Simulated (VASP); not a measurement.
Calculation: optB86b-vdW, VASP's PBE PAW potentials (set 64) (plane waves; VASP).

VASP input:

File POSCAR:
```
HfC
1.0
  0.0000000000   2.3200000000   2.3200000000
  2.3200000000   0.0000000000   2.3200000000
  2.3200000000   2.3200000000   0.0000000000
Hf C
1 1
Direct
  0.0000000000   0.0000000000   0.0000000000
  0.5000000000   0.5000000000   0.5000000000
```

**KPOINTS**
```
Automatic mesh
0
Gamma
12 12 12
0 0 0
```

**INCAR**
```
# general
SYSTEM   = HfC
PREC     = Accurate
ENCUT    = 520   # plane-wave cut-off (eV)
LREAL    = F   # projection in real space or not
LASPH    = T   # aspherical one-centre terms

# electronic loop
EDIFF    = 1E-6
NELM     = 100
ALGO     = Normal   # blocked Davidson
LMAXMIX  = 6

# smearing
ISMEAR   = 1   # Methfessel-Paxton
SIGMA    = 0.1

# functional
GGA      = MK
LUSE_VDW = T
AGGAC    = 0.0
PARAM1   = 0.1234
PARAM2   = 1.0

# ions
IBRION   = 2   # conjugate gradients
NSW      = 60   # most ionic steps
ISIF     = 3
EDIFFG   = -0.01

# output
LWAVE    = F
LCHARG   = F
```

POTCAR, in this order: Hf_pv C (PBE.64 set). Program: vasp_std.

What VASP printed:

OUTCAR:
```
 ion  position               nearest neighbor table
   1  0.000  0.000  0.000-   2 2.32   2 2.32   2 2.32   2 2.32   2 2.32   2 2.32
   2  0.500  0.500  0.500-   1 2.32   1 2.32   1 2.32   1 2.32   1 2.32   1 2.32
  LATTYP: Found a face centered cubic cell.
 ALAT       =     4.6400000000
 Subroutine PRICEL returns:
 Original cell was already a primitive cell.
 Subroutine GETGRP returns: Found 48 space group operations
The static configuration has the point symmetry O_h .
The dynamic configuration has the point symmetry O_h .
 Subroutine INISYM returns: Found 48 space group operations
 Subroutine IBZKPT returns following result:
 Found     72 irreducible k-points:

 Following reciprocal coordinates:
            Coordinates               Weight
  0.000000  0.000000  0.000000      1.000000
  0.083333  0.000000  0.000000      8.000000
  0.166667  0.000000  0.000000      8.000000
  0.250000  0.000000  0.000000      8.000000
  0.333333  0.000000  0.000000      8.000000
  0.416667  0.000000  0.000000      8.000000
  0.500000  0.000000  0.000000      4.000000
  0.083333  0.083333  0.000000      6.000000
  0.166667  0.083333  0.000000     24.000000
  0.250000  0.083333  0.000000     24.000000
  0.333333  0.083333  0.000000     24.000000
  0.416667  0.083333  0.000000     24.000000
  0.500000  0.083333  0.000000     24.000000
 -0.416667  0.083333  0.000000     24.000000
 -0.333333  0.083333  0.000000     24.000000
 -0.250000  0.083333  0.000000     24.000000
 -0.166667  0.083333  0.000000     24.000000
 -0.083333  0.083333  0.000000     12.000000
  0.166667  0.166667  0.000000      6.000000
  0.250000  0.166667  0.000000     24.000000
  0.333333  0.166667  0.000000     24.000000
  0.416667  0.166667  0.000000     24.000000
  0.500000  0.166667  0.000000     24.000000
 -0.416667  0.166667  0.000000     24.000000
 -0.333333  0.166667  0.000000     24.000000
 -0.250000  0.166667  0.000000     24.000000
 -0.166667  0.166667  0.000000     12.000000
  0.250000  0.250000  0.000000      6.000000
  0.333333  0.250000  0.000000     24.000000
  0.416667  0.250000  0.000000     24.000000
  0.500000  0.250000  0.000000     24.000000
 -0.416667  0.250000  0.000000     24.000000
 -0.333333  0.250000  0.000000     24.000000
 -0.250000  0.250000  0.000000     12.000000
  0.333333  0.333333  0.000000      6.000000
  0.416667  0.333333  0.000000     24.000000
  0.500000  0.333333  0.000000     24.000000
 -0.416667  0.333333  0.000000     24.000000
 -0.333333  0.333333  0.000000     12.000000
  0.416667  0.416667  0.000000      6.000000
   k-points           NKPTS =     72   k-points in BZ     NKDIM =     72   number of bands    NBANDS=     11
   number of dos      NEDOS =    301   number of ions     NIONS =      2
   total plane-waves  NPLWV =  13824
   dimension x,y,z NGX =    24 NGY =   24 NGZ =   24
   dimension x,y,z NGXF=    48 NGYF=   48 NGZF=   48
   ions per type =               1   1
   PREC   = accura    normal or accurate (medium, high low for compatibility)
   ISTART =      0    job   : 0-new  1-cont  2-samecut
   ICHARG =      2    charge: 1-file 2-atom 10-const
   ISPIN  =      1    spin polarized calculation?
   LNONCOLLINEAR =      F non collinear calculations
   LSORBIT =      F    spin-orbit coupling
   INIWAV =      1    electr: 0-lowe 1-rand  2-diag
   ENCUT  =  520.0 eV  38.22 Ry    6.18 a.u.   6.10  6.10  6.10*2*pi/ulx,y,z
   NELM   =    100;   NELMIN=  2; NELMDL= -5     # of ELM steps
   EDIFF  = 0.1E-05   stopping-criterion for ELM
   LREAL  =      F    real-space projection
   NLSPLINE    = F    spline interpolate recip. space projectors
   LMAXMIX     =    6 max onsite mixed and CHGCAR
...
```

**OSZICAR**
```
       N       E                     dE             d eps       ncg     rms          rms(c)
DAV:   1     0.267562539877E+02    0.26756E+02   -0.77418E+03  1584   0.121E+03
DAV:   2    -0.193323506951E+02   -0.46089E+02   -0.43250E+02  2157   0.210E+02
DAV:   3    -0.210370312310E+02   -0.17047E+01   -0.16910E+01  2035   0.311E+01
DAV:   4    -0.210511762678E+02   -0.14145E-01   -0.14074E-01  1911   0.312E+00
DAV:   5    -0.210513480868E+02   -0.17182E-03   -0.17175E-03  2135   0.284E-01    0.578E+01
DAV:   6    -0.179569380217E+02    0.30944E+01   -0.20651E+01  1778   0.233E+01    0.412E+01
DAV:   7    -0.178906131945E+02    0.66325E-01   -0.67925E-01  1871   0.621E+00    0.250E+01
DAV:   8    -0.178846243371E+02    0.59889E-02   -0.59077E-02  1752   0.244E+00    0.612E+00
DAV:   9    -0.178783540418E+02    0.62703E-02   -0.30275E-02  1794   0.103E+00    0.191E+00
DAV:  10    -0.178781766775E+02    0.17736E-03   -0.78746E-04  1879   0.250E-01    0.477E-01
DAV:  11    -0.178781639452E+02    0.12732E-04   -0.23968E-04  1812   0.110E-01    0.610E-02
DAV:  12    -0.178781620838E+02    0.18614E-05   -0.77818E-06  1838   0.259E-02    0.727E-02
DAV:  13    -0.178781614829E+02    0.60083E-06   -0.59918E-07   909   0.805E-03
   1 F= -.17878161E+02 E0= -.17878109E+02  d E =-.178782E+02
       N       E                     dE             d eps       ncg     rms          rms(c)
DAV:   1    -0.178862633047E+02   -0.81012E-02   -0.27216E-01  1584   0.508E+00    0.158E+00
DAV:   2    -0.178794792957E+02    0.67840E-02   -0.87427E-03  1608   0.955E-01    0.844E-01
DAV:   3    -0.178769239865E+02    0.25553E-02   -0.79335E-03  1634   0.812E-01    0.543E-01
DAV:   4    -0.178769430229E+02   -0.19036E-04   -0.11629E-04  1942   0.112E-01    0.662E-01
DAV:   5    -0.178769228159E+02    0.20207E-04   -0.45090E-05  1914   0.533E-02    0.719E-02
DAV:   6    -0.178769189918E+02    0.38240E-05   -0.10397E-05  1826   0.207E-02    0.207E-02
DAV:   7    -0.178769191646E+02   -0.17282E-06   -0.25796E-07   846   0.525E-03
   2 F= -.17876919E+02 E0= -.17876876E+02  d E =0.124232E-02
       N       E                     dE             d eps       ncg     rms          rms(c)
DAV:   1    -0.178825442641E+02   -0.56253E-02   -0.10990E-01  1584   0.323E+00    0.101E+00
DAV:   2    -0.178797958616E+02    0.27484E-02   -0.35863E-03  1596   0.612E-01    0.542E-01
DAV:   3    -0.178787521898E+02    0.10437E-02   -0.32243E-03  1622   0.514E-01    0.345E-01
DAV:   4    -0.178787603617E+02   -0.81719E-05   -0.46014E-05  1942   0.705E-02    0.413E-01
DAV:   5    -0.178787468563E+02    0.13505E-04   -0.18207E-05  1916   0.339E-02    0.575E-02
DAV:   6    -0.178787441581E+02    0.26982E-05   -0.46683E-06  1700   0.137E-02    0.146E-02
DAV:   7    -0.178787441433E+02    0.14772E-07   -0.11419E-07   822   0.349E-03
   3 F= -.17878744E+02 E0= -.17878695E+02  d E =-.582660E-03
```

**OUTCAR**
```
------------------------ aborting loop because EDIFF is reached ----------------------------------------
  FORCE on cell =-STRESS in cart. coord.  units (eV):
  Direction    XX          YY          ZZ          XY          YZ          ZX
  --------------------------------------------------------------------------------------
  Total        0.0000725      0.0000725      0.0000725     -0.0000000     -0.0000000      0.0000000
  in kB        0.0046778      0.0046778      0.0046778     -0.0000000     -0.0000000      0.0000000
  external PRESSURE =       0.0046778 kB  Pullay stress =       0.0000000 kB
  volume of cell :       24.84
      direct lattice vectors                 reciprocal lattice vectors
    -0.000000000  2.315729411  2.315729411    -0.215914691  0.215914691  0.215914691
     2.315729411  0.000000000  2.315729411     0.215914691 -0.215914691  0.215914691
     2.315729411  2.315729411 -0.000000000     0.215914691  0.215914691 -0.215914691
 POSITION                                       TOTAL-FORCE (eV/Angst)
 -----------------------------------------------------------------------------------
      0.00000      0.00000      0.00000        -0.000000     -0.000000      0.000000
      2.31573      2.31573      2.31573         0.000000      0.000000     -0.000000
 -----------------------------------------------------------------------------------
    total drift:                                0.000000     -0.000000     -0.000000
  FREE ENERGIE OF THE ION-ELECTRON SYSTEM (eV)
  ---------------------------------------------------
  free  energy   TOTEN  =       -17.8787441433 eV

  energy  without entropy=      -17.8785981969  energy(sigma->0) =      -17.87869549

 reached required accuracy - stopping structural energy minimisation
```
(Selected blocks of OUTCAR.)

File CONTCAR:
```
HfC
   1.00000000000000
    -0.0000000000000000    2.3157294114751559    2.3157294114751559
     2.3157294114751559    0.0000000000000000    2.3157294114751559
     2.3157294114751559    2.3157294114751559   -0.0000000000000000
  Hf              C
     1     1
Direct
     0.0000000000000000    0.0000000000000000    0.0000000000000000
     0.5000000000000000    0.5000000000000000    0.5000000000000000
```

The compound is HfC in the rock salt structure. This run relaxes it. Symmetry was kept, so distortions that lower it aren't found.
